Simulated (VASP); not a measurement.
A run of VASP 6.6.1:

File INCAR:

```
PREC = Accurate
ENCUT = 520
EDIFF = 1E-6
ISMEAR = -1
SIGMA = 0.05
LREAL = F
LASPH = T
NELM = 150
ALGO = Normal
ISIF = 2
LWAVE = F
LCHARG = T
ISPIN = 2
MAGMOM = 4.5 0 0 0 0 0
LORBIT = 11
LMAXMIX = 4
GGA = PE
LELF = T
LVHAR = T
NBANDS = 38
```

The input KPOINTS:

```
Automatic mesh
0
Gamma
  5 5 8
```

Contents of POSCAR:

```
MnO2
1.0
    4.3960000000      0.0000000000      0.0000000000
    0.0000000000      4.3960000000      0.0000000000
    0.0000000000      0.0000000000      2.8710000000
Mn O
2 4
Direct
    0.0000000000      0.0000000000      0.0000000000
    0.5000000000      0.5000000000      0.5000000000
    0.3020000000      0.3020000000      0.0000000000
    0.1980000000      0.8020000000      0.5000000000
    0.6980000000      0.6980000000      0.0000000000
    0.8020000000      0.1980000000      0.5000000000
```

Potentials or basis: VASP PAW PBE potentials, release 64 (Mn_pv, O).

Command:

```bash
$ cat potpaw_PBE.64/Mn_pv/POTCAR potpaw_PBE.64/O/POTCAR > POTCAR
$ mpirun -np 1 vasp_std > vasp.out
```

Hardware: 1 thread of Intel(R) Xeon(R) 6975P-C (Granite Rapids) (shared host).

Problem. How long does it take, and how much memory?

Solution. It took 3.3 min on 1 thread of Intel(R) Xeon(R) 6975P-C (Granite Rapids) (shared host), peak memory 0.28 GiB. Counts: scf iterations 38, k points 45.
